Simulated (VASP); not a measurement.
Data:

```
Cd4STe3
1.0
    6.31486     0.00000     0.00000
    0.00000     6.31486     0.00000
    0.00000     0.00000     6.31486
Cd Te S
4 3 1
Direct
  0.01519   0.98481   0.98481
  0.48481   0.51519   0.98481
  0.48481   0.98481   0.51519
  0.01519   0.51519   0.51519
  0.25000   0.25000   0.25000
  0.75000   0.75000   0.25000
  0.75000   0.25000   0.75000
  0.25000   0.75000   0.75000
```

The numbers are results of PBEsol GGA, VASP's PBE PAW potentials (set 64) (plane waves; VASP), not measurements. Settings: 400 eV cut-off, 4×4×4 Γ-centred mesh, tetrahedra with Blöchl corrections, potentials Cd Te S.

Unless said otherwise, spin-orbit coupling is left out, though it shifts the bands of the heavy elements here.

Question: Estimate the energy per atom (σ→0), band gap (on the k-mesh) with the smallest direct gap where there is one.

Answer: 
| Quantity | Result |
|---|---|
| band gap (on the k-mesh) | 0.53 eV |
| smallest direct gap (on the k-mesh) | 0.53 eV |
| energy per atom (σ→0) | -2.883 eV/atom |

Total energies compare only between runs with the same potentials, cut-off and functional.

The structure was generated: Cd4STe3 was put into an ordered model structure (P-43m), which need not be its known phase. It was relaxed first.
